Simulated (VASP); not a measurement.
Output of a VASP run:

### OUTCAR
```
 ion  position               nearest neighbor table
   1  0.000  0.000  0.500-   3 3.43   4 3.43   4 3.43   3 3.43   4 3.43   3 3.43
   2  0.000  0.000  0.000-   3 3.43   4 3.43   4 3.43   3 3.43   4 3.43   3 3.43
   3  0.333  0.667  0.250-   1 3.43   2 3.43   1 3.43   2 3.43   1 3.43   2 3.43
   4  0.667  0.333  0.750-   1 3.43   2 3.43   1 3.43   2 3.43   1 3.43   2 3.43
  LATTYP: Found a hexagonal cell.
 ALAT       =     3.4897361028
 C/A-ratio  =     3.1885350592
 Subroutine PRICEL returns:
 Original cell was already a primitive cell.
 Subroutine GETGRP returns: Found 24 space group operations
The static configuration has the point symmetry D_3d.
 The point group associated with its full space group is D_6h.
The dynamic configuration has the point symmetry D_3d.
 Subroutine INISYM returns: Found 24 space group operations
 Subroutine IBZKPT returns following result:
 Found     28 irreducible k-points:

 Following reciprocal coordinates:
            Coordinates               Weight
  0.000000  0.000000  0.000000      1.000000
  0.100000 -0.000000  0.000000      6.000000
  0.200000 -0.000000  0.000000      6.000000
  0.300000  0.000000  0.000000      6.000000
  0.400000  0.000000  0.000000      6.000000
  0.500000  0.000000  0.000000      3.000000
  0.100000  0.100000  0.000000      6.000000
  0.200000  0.100000  0.000000     12.000000
  0.300000  0.100000  0.000000     12.000000
  0.400000  0.100000  0.000000     12.000000
  0.200000  0.200000  0.000000      6.000000
  0.300000  0.200000  0.000000     12.000000
  0.400000  0.200000  0.000000      6.000000
  0.300000  0.300000  0.000000      6.000000
  0.000000  0.000000  0.333333      2.000000
  0.100000 -0.000000  0.333333     12.000000
  0.200000 -0.000000  0.333333     12.000000
  0.300000  0.000000  0.333333     12.000000
  0.400000  0.000000  0.333333     12.000000
  0.500000  0.000000  0.333333      6.000000
  0.100000  0.100000  0.333333     12.000000
  0.200000  0.100000  0.333333     24.000000
  0.300000  0.100000  0.333333     24.000000
  0.400000  0.100000  0.333333     24.000000
  0.200000  0.200000  0.333333     12.000000
  0.300000  0.200000  0.333333     24.000000
  0.400000  0.200000  0.333333     12.000000
  0.300000  0.300000  0.333333     12.000000
   k-points           NKPTS =     28   k-points in BZ     NKDIM =     28   number of bands    NBANDS=     26
   number of dos      NEDOS =    301   number of ions     NIONS =      4
   total plane-waves  NPLWV =  65856
   dimension x,y,z NGX =    28 NGY =   28 NGZ =   84
   dimension x,y,z NGXF=    56 NGYF=   56 NGZF=  168
   ions per type =               4
   PREC   = accura    normal or accurate (medium, high low for compatibility)
   ISTART =      0    job   : 0-new  1-cont  2-samecut
   ICHARG =      2    charge: 1-file 2-atom 10-const
   ISPIN  =      1    spin polarized calculation?
   LNONCOLLINEAR =      F non collinear calculations
   LSORBIT =      F    spin-orbit coupling
   INIWAV =      1    electr: 0-lowe 1-rand  2-diag
   ENCUT  =  500.0 eV  36.75 Ry    6.06 a.u.   6.36  6.36 20.29*2*pi/ulx,y,z
   NELM   =    100;   NELMIN=  2; NELMDL= -5     # of ELM steps
   EDIFF  = 0.1E-05   stopping-criterion for ELM
   LREAL  =      F    real-space projection
   NLSPLINE    = F    spline interpolate recip. space projectors
   LMAXMIX     =    6 max onsite mixed and CHGCAR
   VOSKOWN=      0    Vosko Wilk Nusair interpolation
   EDIFFG = -.2E-01   stopping-criterion for IOM
   NSW    =     40    number of steps for IOM
   NBLOCK =      1;   KBLOCK =     40    inner block; outer block
   IBRION =      2    ionic relax: 0-MD 1-quasi-New 2-CG
   NFREE  =      1    steps in history (QN), initial steepest desc. (CG)
   ISIF   =      3    stress and relaxation
   ISYM   =      2    0-nonsym 1-usesym 2-fastsym
   TEIN   =    0.0    initial temperature
   TEBEG  =    0.0;   TEEND  =   0.0 temperature during run
   SMASS  =  -3.00    Nose mass-parameter (am)
   PSTRESS=  100.0 pullay stress
   NELECT =      44.0000    total number of electrons
...
```

### OSZICAR
```
...
DAV:   6    -0.205824852669E+02   -0.27464E-03   -0.19943E-03  2778   0.353E-01    0.374E-02
DAV:   7    -0.205824974361E+02   -0.12169E-04   -0.19069E-04  2712   0.114E-01    0.252E-02
DAV:   8    -0.205825005906E+02   -0.31544E-05   -0.28054E-05  2272   0.501E-02    0.146E-02
DAV:   9    -0.205825036762E+02   -0.30857E-05   -0.13988E-05  2272   0.329E-02    0.558E-03
DAV:  10    -0.205825035911E+02    0.85166E-07   -0.11798E-06  1162   0.184E-02
   3 F= -.13959139E+02 E0= -.13958241E+02  d E =-.184477E+00
       N       E                     dE             d eps       ncg     rms          rms(c)
DAV:   1    -0.205699362626E+02    0.12567E-01   -0.33900E-02  1756   0.162E+00    0.169E-01
DAV:   2    -0.205691556096E+02    0.78065E-03   -0.37809E-03  2466   0.687E-01    0.775E-02
DAV:   3    -0.205689052996E+02    0.25031E-03   -0.14670E-03  2086   0.358E-01    0.201E-02
DAV:   4    -0.205689133591E+02   -0.80595E-05   -0.14681E-04  2522   0.124E-01    0.556E-03
DAV:   5    -0.205689164134E+02   -0.30543E-05   -0.19309E-05  2464   0.314E-02    0.725E-03
DAV:   6    -0.205689187886E+02   -0.23752E-05   -0.33235E-06  1576   0.161E-02    0.433E-03
DAV:   7    -0.205689196004E+02   -0.81177E-06   -0.97387E-07  1078   0.186E-02
   4 F= -.13959104E+02 E0= -.13958130E+02  d E =-.184442E+00
       N       E                     dE             d eps       ncg     rms          rms(c)
DAV:   1    -0.205708847696E+02   -0.19660E-02   -0.32347E-01  2088   0.106E+01    0.281E-01
DAV:   2    -0.205685248692E+02    0.23599E-02   -0.12846E-02  2572   0.125E+00    0.150E-01
DAV:   3    -0.205675573418E+02    0.96753E-03   -0.49896E-03  2656   0.731E-01    0.365E-02
DAV:   4    -0.205675613091E+02   -0.39673E-05   -0.28694E-04  2560   0.168E-01    0.204E-02
DAV:   5    -0.205675649676E+02   -0.36585E-05   -0.20402E-05  2280   0.387E-02    0.736E-03
DAV:   6    -0.205675650317E+02   -0.64067E-07   -0.35914E-06  1412   0.233E-02
   5 F= -.13960107E+02 E0= -.13958915E+02  d E =-.100298E-02
       N       E                     dE             d eps       ncg     rms          rms(c)
DAV:   1    -0.205687845345E+02   -0.12196E-02   -0.28876E-01  2086   0.100E+01    0.266E-01
DAV:   2    -0.205666621305E+02    0.21224E-02   -0.11424E-02  2572   0.115E+00    0.142E-01
DAV:   3    -0.205658039650E+02    0.85817E-03   -0.44597E-03  2680   0.692E-01    0.345E-02
DAV:   4    -0.205658072378E+02   -0.32727E-05   -0.25641E-04  2568   0.159E-01    0.192E-02
DAV:   5    -0.205658106491E+02   -0.34113E-05   -0.18158E-05  2200   0.368E-02    0.696E-03
DAV:   6    -0.205658106616E+02   -0.12500E-07   -0.34164E-06  1388   0.233E-02
   6 F= -.13960663E+02 E0= -.13959366E+02  d E =-.155905E-02
       N       E                     dE             d eps       ncg     rms          rms(c)
DAV:   1    -0.205730952703E+02   -0.72846E-02   -0.11552E+00  2062   0.200E+01    0.533E-01
DAV:   2    -0.205645208577E+02    0.85744E-02   -0.46436E-02  2556   0.234E+00    0.284E-01
DAV:   3    -0.205610708912E+02    0.34500E-02   -0.17701E-02  2680   0.138E+00    0.683E-02
DAV:   4    -0.205610881062E+02   -0.17215E-04   -0.99441E-04  2560   0.315E-01    0.380E-02
DAV:   5    -0.205611018009E+02   -0.13695E-04   -0.75711E-05  2768   0.733E-02    0.113E-02
DAV:   6    -0.205611014756E+02    0.32529E-06   -0.10368E-05  1896   0.328E-02    0.222E-03
DAV:   7    -0.205611016511E+02   -0.17552E-06   -0.14198E-06  1196   0.162E-02
   7 F= -.13960830E+02 E0= -.13959737E+02  d E =-.172548E-02
```

OUTCAR:
```
------------------------ aborting loop because EDIFF is reached ----------------------------------------
  FORCE on cell =-STRESS in cart. coord.  units (eV):
  Direction    XX          YY          ZZ          XY          YZ          ZX
  --------------------------------------------------------------------------------------
  Total        6.6452416      6.6452430      6.5436329      0.0000000      0.0000000      0.0000000
  in kB      100.6813284    100.6813508     99.1418671      0.0000000      0.0000000      0.0000000
  external PRESSURE =       0.1681821 kB  Pullay stress =     100.0000000 kB
  volume of cell :      105.75
      direct lattice vectors                 reciprocal lattice vectors
     1.675122038 -2.901396803  0.000000000     0.298485715 -0.172330789  0.000000000
     1.675122038  2.901396803 -0.000000000     0.298485715  0.172330789 -0.000000000
     0.000000000  0.000000000 10.878996623     0.000000000  0.000000000  0.091920242
 POSITION                                       TOTAL-FORCE (eV/Angst)
 -----------------------------------------------------------------------------------
      3.35024      0.00000      5.43950         0.000000      0.000000     -0.000000
      3.35024      0.00000     10.87900         0.000000      0.000000     -0.000000
      1.67512      0.96713      2.71975        -0.000000      0.000000     -0.000000
      1.67512     -0.96713      8.15925        -0.000000     -0.000000      0.000000
 -----------------------------------------------------------------------------------
    total drift:                                0.000000      0.000000      0.000000
  FREE ENERGIE OF THE ION-ELECTRON SYSTEM (eV)
  ---------------------------------------------------
  free  energy   TOTEN  =       -20.5611016511 eV

  energy  without entropy=      -20.5578226711  energy(sigma->0) =      -20.56000866
  enthalpy is  TOTEN    =       -13.9608296171 eV   P V=        6.6002720340

 reached required accuracy - stopping structural energy minimisation
```
(Selected blocks of OUTCAR.)

POSCAR:
```
La
1
    1.7448679651    -3.0222001674     0.0000000000
    1.7448679651     3.0222001674     0.0000000000
    0.0000000000     0.0000000000    11.1271459111
La
4
Direct
  0.0000000000   0.0000000000   0.5000000000
  0.0000000000   0.0000000000   0.0000000000
  0.3333330000   0.6666670000   0.2500000000
  0.6666670000   0.3333330000   0.7500000000
```

Question: Write an INCAR and KPOINTS that could have produced this output.

Answer: One answer among several that fit: the input of the run itself, PBEsol GGA, plane waves, VASP's PBE PAW potentials (set 64).

File KPOINTS:
```
Regular mesh
0
Gamma
 10 10 3
```

### INCAR
```
SYSTEM = La
PREC = Accurate; ENCUT = 500; LREAL = .False.
LASPH = .True.
EDIFF = 1E-6; NELM = 100; ALGO = Normal
LMAXMIX = 6
ISMEAR = 1; SIGMA = 0.1
GGA = PS
IBRION = 2; NSW = 40; ISIF = 3
EDIFFG = -0.02; PSTRESS = 100
LWAVE = .False.; LCHARG = .False.
```

POTCAR, in this order: La (PBE.64 set). Program: vasp_std.

Energy and stress use the plane-wave basis of the starting cell.

The compound is La in the dhcp structure. This run relaxes it under an external pressure of 10 GPa. Symmetry was kept, so distortions that lower it aren't found.
